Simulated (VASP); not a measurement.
Level of theory: r2SCAN meta-GGA, VASP's PBE PAW potentials (set 64) (plane waves; VASP 6.6.1).

VASP input:

### INCAR
```
ALGO = Normal
EDIFF = 1E-6
ENCUT = 400
ISIF = 2
ISMEAR = 1
LASPH = T
LCHARG = F
LMAXMIX = 6
LMIXTAU = T
LREAL = F
LWAVE = F
METAGGA = R2SCAN
NELM = 100
PREC = Accurate
SIGMA = 0.1
SYSTEM = HfN
```

File POSCAR:
```
HfN
1
    0.0000000000     2.2558600000     2.2558600000
    2.2558600000     0.0000000000     2.2558600000
    2.2558600000     2.2558600000     0.0000000000
Hf N
1 1
Direct
  0.0000000000   0.0000000000   0.0000000000
  0.5000000000   0.5000000000   0.5000000000
```

**KPOINTS**
```
kpoints
0
Gamma
 10 10 10
0 0 0
```

POTCAR, in this order: Hf_pv N (PBE.64 set). Program: vasp_std.

Output of the run:

File OUTCAR:
```
 ion  position               nearest neighbor table
   1  0.000  0.000  0.000-   2 2.26   2 2.26   2 2.26   2 2.26   2 2.26   2 2.26
   2  0.500  0.500  0.500-   1 2.26   1 2.26   1 2.26   1 2.26   1 2.26   1 2.26
  LATTYP: Found a face centered cubic cell.
 ALAT       =     4.5117200000
 Subroutine PRICEL returns:
 Original cell was already a primitive cell.
 Subroutine GETGRP returns: Found 48 space group operations
The static configuration has the point symmetry O_h .
The dynamic configuration has the point symmetry O_h .
 Subroutine INISYM returns: Found 48 space group operations
 Subroutine IBZKPT returns following result:
 Found     47 irreducible k-points:

 Following reciprocal coordinates:
            Coordinates               Weight
  0.000000  0.000000  0.000000      1.000000
  0.100000  0.000000  0.000000      8.000000
  0.200000  0.000000  0.000000      8.000000
  0.300000  0.000000  0.000000      8.000000
  0.400000  0.000000  0.000000      8.000000
  0.500000  0.000000  0.000000      4.000000
  0.100000  0.100000  0.000000      6.000000
  0.200000  0.100000  0.000000     24.000000
  0.300000  0.100000  0.000000     24.000000
  0.400000  0.100000  0.000000     24.000000
  0.500000  0.100000  0.000000     24.000000
 -0.400000  0.100000  0.000000     24.000000
 -0.300000  0.100000  0.000000     24.000000
 -0.200000  0.100000  0.000000     24.000000
 -0.100000  0.100000  0.000000     12.000000
  0.200000  0.200000  0.000000      6.000000
  0.300000  0.200000  0.000000     24.000000
  0.400000  0.200000  0.000000     24.000000
  0.500000  0.200000  0.000000     24.000000
 -0.400000  0.200000  0.000000     24.000000
 -0.300000  0.200000  0.000000     24.000000
 -0.200000  0.200000  0.000000     12.000000
  0.300000  0.300000  0.000000      6.000000
  0.400000  0.300000  0.000000     24.000000
...
```

File OSZICAR:
```
       N       E                     dE             d eps       ncg     rms          rms(c)
DAV:   1    -0.104883936405E+02   -0.10488E+02   -0.73845E+03  1042   0.109E+03
DAV:   2    -0.632501842939E+02   -0.52762E+02   -0.49689E+02  1266   0.229E+02
DAV:   3    -0.650977424692E+02   -0.18476E+01   -0.18173E+01  1354   0.371E+01
DAV:   4    -0.651163864056E+02   -0.18644E-01   -0.18597E-01  1268   0.356E+00
DAV:   5    -0.651166798726E+02   -0.29347E-03   -0.29331E-03  1343   0.325E-01    0.538E+01
DAV:   6    -0.576314021543E+02    0.74853E+01   -0.10383E+01  1190   0.266E+01    0.390E+01
DAV:   7    -0.589608029199E+02   -0.13294E+01   -0.81833E-01  1239   0.843E+00    0.233E+01
DAV:   8    -0.561736208600E+02    0.27872E+01   -0.58316E-01  1175   0.795E+00    0.819E+00
DAV:   9    -0.581392855440E+02   -0.19657E+01   -0.60391E-01  1175   0.785E+00    0.350E+00
DAV:  10    -0.582331546686E+02   -0.93869E-01   -0.26922E-01  1222   0.435E+00    0.224E+00
DAV:  11    -0.582120520220E+02    0.21103E-01   -0.18475E-02  1192   0.127E+00    0.123E+00
DAV:  12    -0.582116185789E+02    0.43344E-03   -0.91353E-03  1216   0.658E-01    0.319E-01
DAV:  13    -0.582115596282E+02    0.58951E-04   -0.20235E-03  1214   0.351E-01    0.959E-02
DAV:  14    -0.582118779482E+02   -0.31832E-03   -0.38410E-04  1209   0.174E-01    0.449E-02
DAV:  15    -0.582118706658E+02    0.72823E-05   -0.16075E-04  1310   0.119E-01    0.563E-02
DAV:  16    -0.582118702502E+02    0.41562E-06   -0.19638E-06  1110   0.144E-02
   1 F= -.58211870E+02 E0= -.58211523E+02  d E =-.104291E-02
```

OUTCAR:
```
------------------------ aborting loop because EDIFF is reached ----------------------------------------
  FORCE on cell =-STRESS in cart. coord.  units (eV):
  Direction    XX          YY          ZZ          XY          YZ          ZX
  --------------------------------------------------------------------------------------
  Total       -0.5380704     -0.5380704     -0.5380704      0.0000000      0.0000000      0.0000000
  in kB      -37.5476925    -37.5476925    -37.5476925      0.0000000      0.0000000      0.0000000
  external PRESSURE =     -37.5476925 kB  Pullay stress =       0.0000000 kB
  volume of cell :       22.96
      direct lattice vectors                 reciprocal lattice vectors
     0.000000000  2.255860000  2.255860000    -0.221644960  0.221644960  0.221644960
     2.255860000  0.000000000  2.255860000     0.221644960 -0.221644960  0.221644960
     2.255860000  2.255860000  0.000000000     0.221644960  0.221644960 -0.221644960
 POSITION                                       TOTAL-FORCE (eV/Angst)
 -----------------------------------------------------------------------------------
      0.00000      0.00000      0.00000        -0.000000     -0.000000     -0.000000
      2.25586      2.25586      2.25586         0.000000      0.000000      0.000000
 -----------------------------------------------------------------------------------
    total drift:                                0.000000     -0.000000     -0.000000
  FREE ENERGIE OF THE ION-ELECTRON SYSTEM (eV)
  ---------------------------------------------------
  free  energy   TOTEN  =       -58.2118702502 eV

  energy  without entropy=      -58.2108273426  energy(sigma->0) =      -58.21152261
```
(Selected blocks of OUTCAR.)

At this cut-off the stress carries a Pulay error, which pulls relaxed volumes low.

The structure comes from a computed database's HfN entry; how it stands against other phases isn't given here. The cell was not relaxed at this level. The run is one of a series of settings (GGA removed, LMIXTAU = .TRUE., METAGGA = R2SCAN against the base run), some of them coarse on purpose. The electron count is odd and the run is not spin-polarised, which forces a metal.
